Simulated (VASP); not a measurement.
These are RPA correlation on PBE orbitals, VASP's PBE PAW potentials (set 64) (plane waves; VASP) values and carry that method's errors.

Input for VASP

POSCAR:
```
C
3.659690
  0.0000000000   0.5000000000   0.5000000000
  0.5000000000   0.0000000000   0.5000000000
  0.5000000000   0.5000000000   0.0000000000
C
2
Direct
  0.0000000000   0.0000000000   0.0000000000
  0.2500000000   0.2500000000   0.2500000000
```

### INCAR
```
SYSTEM = C
PREC = Normal; ENCUT = 500; LREAL = .FALSE.
LASPH = .TRUE.; NBANDS = 331
ALGO = ACFDT
ISMEAR = 0; SIGMA = 0.01
GGA = PE
LWAVE = .FALSE.; LCHARG = .FALSE.
NOMEGA = 12; ENCUTGW = 300
```

KPOINTS:
```
kpoints
0
G
4 4 4
0 0 0
```

POTCAR, in this order: C_GW_new (PBE.64 set). Program: vasp_std. Read from the step before: WAVECAR, WAVEDER.

Output of the run:

File OSZICAR:
```
energies w=
    0.000    0.931    0.000    2.990    0.000    5.700    0.000    9.698
    0.000   15.991    0.000   26.263    0.000   43.440    0.000   72.771
    0.000  124.113    0.000  217.872    0.000  407.548    0.000  942.025
NQ=   1    0.0000    0.0000    0.0000,
 performed        973000 updates of chi_q(r,r)
NQ=   2    0.2500    0.0000    0.0000,
 performed       1946000 updates of chi_q(r,r)
NQ=   3    0.5000    0.0000    0.0000,
 performed       2919000 updates of chi_q(r,r)
NQ=   4    0.2500    0.2500    0.0000,
 performed       3892000 updates of chi_q(r,r)
NQ=   5    0.5000    0.2500    0.0000,
 performed       4865000 updates of chi_q(r,r)
NQ=   6   -0.2500    0.2500    0.0000,
 performed       5838000 updates of chi_q(r,r)
NQ=   7    0.5000    0.5000    0.0000,
 performed       6811000 updates of chi_q(r,r)
NQ=   8   -0.2500    0.5000    0.2500,
 performed       7784000 updates of chi_q(r,r)
```

### OUTCAR
```


      cutoff energy     smooth cutoff   RPA   correlation   Hartree contr. to MP2
---------------------------------------------------------------------------------
            300.000           240.000      -13.6136076542      -21.2464633018
            285.714           228.571      -13.5655112116      -21.1949371639
            272.109           217.687      -13.5128935993      -21.1380273779
            259.151           207.321      -13.4573603288      -21.0772051502
            246.811           197.449      -13.3951553912      -21.0084519396
            235.058           188.046      -13.3274411902      -20.9331294820
            223.865           179.092      -13.2561874518      -20.8534165887
            213.204           170.564      -13.1799710040      -20.7678810522
  linear regression
  converged value                          -14.2646966258      -21.9676006511
```
(Selected blocks of OUTCAR.)

The mesh is coarse, so the correlation energy is not converged in k-points.

The compound is C in the diamond structure. This cell is one point of a volume scan, at 1.08 of the reference volume. The k-mesh is coarse (spacing up to 0.74 per Å, 2π included), so the numbers may not be converged in it.
